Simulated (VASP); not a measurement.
Energy against volume of MgF2 (rutile). Method: PBE GGA with D3 dispersion (Becke-Johnson damping), VASP's PBE PAW potentials (set 64) (plane waves; VASP). Settings: 520 eV cut-off, 5×5×7 Γ-centred mesh, Gaussian smearing of 0.050 eV, potentials Mg F.

Shape and ions are relaxed at each volume.

| V (Å³/atom) | E (eV/atom) |
|---|---|
| 10.366 | -5.38390 |
| 10.697 | -5.39531 |
| 11.028 | -5.39944 |
| 11.359 | -5.39738 |

Fit these four points and predict the energy of the run at 11.689 Å³/atom.

A cubic in V^(−2/3), the third-order Birch-Murnaghan form, passes through the four points with V0 = 11.08 Å³/atom and B0 = 98 GPa, and gives -5.3901 eV/atom there. The run gave -5.3900 eV/atom, +0.0 meV/atom from the fit; all five points give B0 = 98 GPa.

The compound is MgF2 in the rutile structure. It was relaxed first.
